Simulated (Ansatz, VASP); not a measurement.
# Cross-check of Mo2NCl2 (Mo2NCl2 MXene monolayer) between VASP and Ansatz

One calculation is typed for both programs; each brings its own data sets. How far apart do they land? The structure shown is the start of the Ansatz relaxation below; VASP solves that cell, so the two are compared at the walk's first step.

Main program and level: Ansatz 0.2.0; plane waves, with VASP 6.6.1 beside it; single point at PBE with D3(BJ).

## 1. Set-up

The cell holds 5 atoms: 2 Cl, 2 Mo and 1 N. Its edges and angles: a = 2.953 Å, b = 2.953 Å, c = 42.426 Å, α = 90.0°, β = 90.0°, γ = 120.0°. Vacuum lies along c.

Coordinates:

```
Cl Mo N
1.0
     2.95324    0.00000    0.00000
    -1.47662    2.55758    0.00000
     0.00000    0.00000   42.42561
Cl Mo N
2 2 1
Cartesian
  0.0000 1.7051 18.3500
  1.4766 0.8525 24.0756
  1.4766 0.8525 20.0475
  0.0000 1.7051 22.3781
  0.0000 0.0000 21.2128
```

## 2. Ansatz: relaxation, PBE with D3(BJ)

Ansatz runs on its default PAW (the set named soft_2) files.

The two programs are compared at the cell with which this relaxation starts, whose forces are those of its first step.

The input, input.yaml:

```yaml
crystal:
  lattice:
    - [2.953236, 0.0, 0.0]
    - [-1.476618, 2.5575773994, 0.0]
    - [0.0, 0.0, 42.4256123625]
  atoms:
    - { symbol: Cl, position: [0.3333333333, 0.6666666667, 0.4325217476] }
    - { symbol: Mo, position: [0.6666666667, 0.3333333333, 0.4725338497], spin: 1.0 }
    - { symbol: "N", position: [0.0, 0.0, 0.5] }
    - { symbol: Mo, position: [0.3333333333, 0.6666666667, 0.5274661503], spin: 1.0 }
    - { symbol: Cl, position: [0.6666666667, 0.3333333333, 0.5674782524] }
  periodic: [true, true, false]
magnetization:
  spin_polarized: true
kpoints:
  mp_grid: { grid: [12, 12, 1] }
hamiltonian:
  xc: pbe
  dispersion: d3bj
scf:
  occupations: { method: fermi_dirac, width: 0.05 }
  convergence: { dr2_threshold: 1.0e-09 }
relax:
  f_tol: 0.004
  max_steps: 90
  cell: {}
output:
  write_potential: true
  write_density: true
  volumetric_format: npy
```

Command:

```
> ansatz run input.yaml --threads 2 --pin off --max-ram 3072MiB --backend cpu --events-out ev --progress --plain --runs-dir out
```

Numbers of over 12 decimals in the logs are rounded to 6 here.

The program printed:

```text
Warning: relax.cell: scf.convergence.dr2_threshold = 1e-9 eV is looser than the 2.021877654e-10 eV advised for a relaxation that steers and ends on the stress (1e-10 eV for each atom of the cell: 5, times the square of relax.cell.stress_2d_tol = 0.05 N/m over 15.7 Å (the atoms' height at the walk's start and 5 Å past either face), 3.180e-2 GPa, over a crystal's default 0.05). What an SCF threshold leaves in a stress goes as its square root, and in the free energy as the threshold itself, and one threshold admits the most on a small cell: [figures from the program's tests cut] Set scf.convergence.dr2_threshold to 2.021877654e-10 eV or tighter. [rest of the remark cut]
Engine: ansatz 0.2.0, x86_64-unknown-linux-gnu
Pseudopotentials: kind: paw
Pseudopotential: Cl, paw, valence charge 7, recommended cutoff 420 eV (normal), Cl.paw.azcp
Pseudopotential: Mo, paw, valence charge 14, recommended cutoff 420 eV (normal), Mo.paw.azcp
Pseudopotential: N, paw, valence charge 5, recommended cutoff 420 eV (normal), N.paw.azcp
Functional definition: PBE
  parameter kappa = 0.804
  parameter beta = 0.066725
  exchange = pbe_x(kappa = kappa, mu = beta*pi^2/3)
  correlation = pbe_c(beta = beta)
Crystal: 5 atoms, lattice volume = 320.446 Å³
Basis set: ecut = 420 eV, 6141 PW (Γ), exchange–correlation on 40×40×576 points (8 copies of the dense FFT grid, shifted against one another)
Bands: 30, of which v1, the nominal top of the filled ones, is band 24 counted from 1 (23 counted from 0)
Symmetry: 12 space group operations
Space group: P-3m1 (ITA 164), of the structure as read, at distance tolerance 6.8e-5 Å
Magnetic group: BNS 164.85 (UNI 1315), of the structure as read, at distance tolerance 6.8e-5 Å
k-points: 19 of 144
Non-local potential: Cl, projectors of the file, l = 0: 2, l = 1: 2, l = 2: 2
Non-local potential: Mo, projectors of the file, l = 0: 3, l = 1: 2, l = 2: 2, l = 3: 1
Non-local potential: N, projectors of the file, l = 0: 2, l = 1: 2, l = 2: 1
PAW form: soft (Blöchl's): semilocal exchange-correlation on the pseudo side does not see the compensation charge
PAW one-centre angular grid: Cl, 110 points (default); XC on 64 Gauss nodes
PAW one-centre angular grid: Mo, 590 points (default); XC on 64 Gauss nodes
PAW one-centre angular grid: N, 110 points (default); XC on 64 Gauss nodes
Initial density: superposition of atomic densities (neutral atoms: chi_scale 0, normalization atom)
Starting moments: Σ|m| = 2 μB on 2 of 5 sites
Initial wavefunctions: pseudopotential atomic-orbital guess
Functional: x = pbe(κ = 0.804, μ = 0.219515), c = pbe(β = 0.066725)
SCF iter   1: F=—  HF=-12461.858474 eV  |F-HF|=—  |Δ(HF+E_count)|=         —  Δρ=3.35e-2 (↑3.35e-2 ↓2.94e-2)  dr2=1.81e1  dr2_m=9.13e-2  M=1.089 μB ∫|m|=1.105 μB  β_m=0.30  ethr=3.10e-3  ⟨swp⟩=17.6  Hψ=10159  notcnv=0
Mixer restart at iter 1: flushing history
preconditioner: auto → LDOS  [metal: Δε(μ)=0.044 eV  Ē_g=10.607 eV  σ=0.050 eV  W_gap=0.21  n_scr=26 (ndim 8)  ℏωp=11.5 eV  f_vac=0.778  D(μ)=3.44/eV (n_scr^D=18)]
spin=Collinear: LDOS preconditioning applied to the charge; magnetization (m = ρ↑ − ρ↓) channel mixes plain (no charge-response kernel on spin).
SCF iter   2: F=—  HF=-12459.110299 eV  |F-HF|=—  |Δ(HF+E_count)|=    2.75e0  Δρ=2.32e-2 (↑2.32e-2 ↓2.05e-2)  dr2=9.05e0  dr2_m=5.38e-2  M=1.013 μB ∫|m|=1.027 μB  β_m=0.61  ethr=3.10e-3  ⟨swp⟩=3.2  Hψ=2521  notcnv=0  defer=28
SCF iter   3: F=—  HF=-12456.967783 eV  |F-HF|=—  |Δ(HF+E_count)|=    2.14e0  Δρ=3.68e-3 (↑3.24e-3 ↓3.68e-3)  dr2=1.14e-1  dr2_m=1.18e-2  M=0.661 μB ∫|m|=0.673 μB  β_m=0.62  ethr=3.10e-3  ⟨swp⟩=5.0  Hψ=3365  notcnv=0  defer=28
SCF iter   4: F=—  HF=-12457.059405 eV  |F-HF|=—  |Δ(HF+E_count)|=         —  Δρ=4.35e-3 (↑3.67e-3 ↓4.35e-3)  dr2=2.43e-2  dr2_m=4.39e-2  M=0.211 μB ∫|m|=0.228 μB  β_m=0.62  ethr=2.43e-4  ⟨swp⟩=5.1  Hψ=3150  notcnv=0  defer=13
SCF iter   5: F=—  HF=-12457.058053 eV  |F-HF|=—  |Δ(HF+E_count)|=   1.35e-3  Δρ=2.18e-3 (↑1.99e-3 ↓2.18e-3)  dr2=2.59e-3  dr2_m=1.24e-2  M=0.127 μB ∫|m|=0.138 μB  β_m=0.81  ethr=5.16e-5  ⟨swp⟩=3.8  Hψ=2680  notcnv=0  defer=13
SCF iter   6: F=—  HF=-12457.058457 eV  |F-HF|=—  |Δ(HF+E_count)|=   4.04e-4  Δρ=3.78e-4 (↑3.40e-4 ↓3.78e-4)  dr2=3.15e-4  dr2_m=3.01e-4  M=0.026 μB ∫|m|=0.030 μB  β_m=0.80  ethr=5.51e-6  ⟨swp⟩=3.5  Hψ=2944  notcnv=0  defer=13
[...]
Initial wavefunctions: pseudopotential atomic-orbital guess (no wavefunctions were taken with the density)
iter 1 solved again at ethr=1.13e-7 eV; its pass at ethr=3.10e-3 eV (dr2=5.32e-5 eV) is discarded
SCF iter   1: F=—  HF=-12458.020039 eV  |F-HF|=—  |Δ(HF+E_count)|=         —  Δρ=1.50e-5 (↑1.50e-5 ↓1.50e-5)  dr2=9.51e-8  dr2_m=1.59e-11  M=-0.000 μB ∫|m|=0.000 μB  β_m=0.65  ethr=1.13e-7  ⟨swp⟩=6.8  Hψ=15608  notcnv=0
preconditioner: auto → LDOS  [metal: Δε(μ)=0.067 eV  Ē_g=8.872 eV  σ=0.050 eV  W_gap=0.30  n_scr=22 (ndim 8)  ℏωp=11.5 eV  f_vac=0.766  D(μ)=3.83/eV (n_scr^D=18)]
spin=Collinear: LDOS preconditioning applied to the charge; magnetization (m = ρ↑ − ρ↓) channel mixes plain (no charge-response kernel on spin).
SCF iter   2: F=—  HF=-12458.020485 eV  |F-HF|=—  |Δ(HF+E_count)|=   4.46e-4  Δρ=5.25e-6 (↑5.25e-6 ↓5.25e-6)  dr2=1.31e-8  dr2_m=6.57e-12  M=-0.000 μB ∫|m|=0.000 μB  β_m=0.59  ethr=2.02e-10  ⟨swp⟩=4.9  Hψ=3642  notcnv=0
SCF iter   3: F=—  HF=-12458.020550 eV  |F-HF|=—  |Δ(HF+E_count)|=   6.52e-5  Δρ=1.40e-6 (↑1.40e-6 ↓1.40e-6)  dr2=1.27e-9  dr2_m=2.06e-12  M=-0.000 μB ∫|m|=0.000 μB  β_m=0.70  ethr=2.78e-11  ⟨swp⟩=4.4  Hψ=2801  notcnv=0
SCF iter   4: F=-12458.020563 eV  HF=-12458.020563 eV  |F-HF|=8.85e-8  |Δ(HF+E_count)|=   1.25e-5  Δρ=6.95e-8 (↑6.84e-8 ↓6.95e-8)  dr2=4.80e-11  dr2_m=2.86e-13  M=-0.000 μB ∫|m|=0.000 μB  ethr=2.13e-12  ⟨swp⟩=13.9  Hψ=11010  notcnv=0
the starting moments were not kept: the SCF closed with an absolute magnetisation of 2.6e-6 μB, where they sum to 2 μB in size (2 sites). That is at most 0.1 of that sum. Measured as dr2_m measures the in/out step, that magnetisation stands 9.9e-13 eV from none, at or under the dr2_threshold of 1.0e-9 eV: it is no larger than a step whose dr2_m would equal this threshold.
SCF 7 converged in 4 iterations: F = -12458.020563 eV  dr2 = 4.80e-11
relax step   7: F+E_penalty+E_count = -12458.02056278 eV  Δ(F+E_penalty+E_count) = -3.186e-4 eV  max|allowed force component| = 2.341e-4 eV/Å  Δτ_max = 0.0000 Å  P = +0.013 N/m  Ω = 322.076 Å³  fix = [c, alpha, beta]  reactions: c +0.000 N/m  stress off target by 1.29e-2 N/m on what of the cell is left free  SCF on the basis re-selected at this cell (its energy is not comparable with the rows above)  (4 SCF iters)
basis re-selected at this cell: Δ(F+E_penalty+E_count) = -3.186e-4 eV, ΔP = +0.003 N/m vs the last step (what re-selecting the basis moved, of the pressure what is left beyond the Pulay correction that the steps carried, after the strain that the cell walked since its last selection, with what the two solves' SCF thresholds leave and, on support functions, any second-order correction that the steps lacked; it is no m [...]
WARN: The input density's exchange-correlation potential varies sharply where the density is thin. Do not read a vacuum level from v_tot or v_xc, or from such a field of the output density. On a cell that repeats whose density bears no net charge and no dipole along the vacuum's axis use v_es (v_loc + v_h of the components); under efield.dipole_correction with no amplitude use v_es + v_field, which holds any external [...]
SCF converged after 4 iterations
Magnetization: -0.0000 μB (23.5000 up, 23.5000 down)
Absolute magnetization: 0.0000 μB (∫|ρ↑−ρ↓|, with the PAW one-centre terms)
Spin contamination: 0.0000 ħ² per cell (⟨S²⟩ above its minimum at these occupations)
Per-site moments (μB) at R_I (Å): [(-5.600598044966969e-8, 1.030829), (-7.905681290081195e-7, 0.903341), (-3.3002016718436065e-9, 0.903341), (-7.905681290670915e-7, 0.903341), (-5.60059804564833e-8, 1.030829)]
Free energy (F): -12458.020563 eV
Harris-Foulkes:  -12458.020563 eV  (|F-HF|=8.85e-8)
Internal energy: -12457.989783 eV  (E = F + TS)
E sigma→0 (E₀):  -12458.005173 eV
Entropy (-TS):   -0.030780 eV (-6.156 meV/atom)
Fermi energy:    -4.261508 eV
--- Per-component energies (eV) ---
  E_band       = -1094.177469
  E_kinetic    = 1341.269576
  E_local      = -218163.385774  (includes V_loc(G=0)·N_el)
  E_nonlocal   = 389.435757
  E_hartree    = 108209.380319
  E_xc         = -642.356270
  E_vxc        = -780.173924  (∫ρ·V_xc dr)
  E_paw        = -7848.112689  (= ΣΔE_a)
  E_vpaw       = -300.084314  (= ΣTr[D̂ρ^β])
  E_aug_tail   = 0.000354  (compensation charges beyond the density's cutoff)
  E_ewald      = 104257.534331
  E_disp       = -1.755388  (pairwise vdW)
  E_smearing   = -0.030780  (= −TS)
  E_closure    = 0.000000  (closes the sum)
  Σ components = -12458.020563   (vs F -12458.020563, Δ=0.00e0)
--- Forces (eV/Å), atoms counted from 1 ---
  atom   1  Cl     0.00000000     0.00000000    -0.00023407
  atom   2  Mo     0.00000000     0.00000000    -0.00015266
  atom   3  N      0.00000000     0.00000000     0.00000000
  atom   4  Mo     0.00000000     0.00000000     0.00015266
  atom   5  Cl     0.00000000     0.00000000     0.00023407
  max |Σ_I F_I| component: 6.94e-18 eV/Å
--- 2D stress c σ (N/m, compression-positive) ---
        0.012859       0.000000       0.000000
        0.000000       0.012859      -0.000000
        0.000000      -0.000000       0.000000
  P = ½ c Tr σ = 0.0129 N/m
--- Band table (eV; the first three rows and the last of 38) ---
  k-point 0 ↑: bands = [... 20 lower, -6.4858, -5.5136, -5.5136, -4.7873, -4.4847, -4.4847, -3.7797, -3.7797, ... 2 higher]
  k-point 1 ↑: bands = [... 20 lower, -6.7668, -5.6857, -5.3540, -4.7281, -4.5129, -4.3232, -3.7183, -3.6074, ... 2 higher]
  k-point 2 ↑: bands = [... 20 lower, -7.1019, -6.0491, -4.9908, -4.7751, -4.6438, -3.9963, -3.5348, -2.9204, ... 2 higher]
  k-point 18 ↓: bands = [... 20 lower, -5.3710, -4.6638, -4.5577, -4.5577, -3.3322, -3.3322, -2.1866, -1.4207, ... 2 higher]
  the weakly bound empty levels are not read free of the cell's end (no_gap_told)
--- Relaxed structure (6 steps of the walk, 6 accepted, 1 SCFs on fresh bases) ---
  F+E_penalty+E_count = -12458.02056278 eV   max|allowed force component| = 2.341e-4 eV/Å   (the final SCF, on the basis selected at the relaxed cell)
  cell:  # Å, volume = 322.0756 Å³
    - [2.960735, 0, 0]
    - [-1.480367, 2.564072, 0]
    - [0, 0, 42.4256123625]
  atoms:
    - { symbol: Cl, position: [0.333333, 0.666667, 0.424769] }
    - { symbol: Mo, position: [0.666667, 0.333333, 0.467735] }
    - { symbol: N, position: [0, 0, 0.5] }
    - { symbol: Mo, position: [0.333333, 0.666667, 0.532265] }
    - { symbol: Cl, position: [0.666667, 0.333333, 0.575231] }
```

In the SCF lines HF is the Harris–Foulkes energy and dr2 the Hartree energy of the density residual, in eV; the loop may stop once dr2 is under the threshold and the program's other checks hold. Hψ counts applications of the Hamiltonian.

(Continued in part 2 of 2.)

[Lines on the potential files, build, host, timing and source positions are cut from VASP's logs without a mark.]

[Logs are printed without paths, hosts, clocks, repeated set-up lines and the standing remarks that a program may print on its own settings, such as how far it seeks lower states.]

[Hosts, paths, dates, database ids (printed as entryN), source tags and the programs' standing remarks are cut or masked in the printed files.]
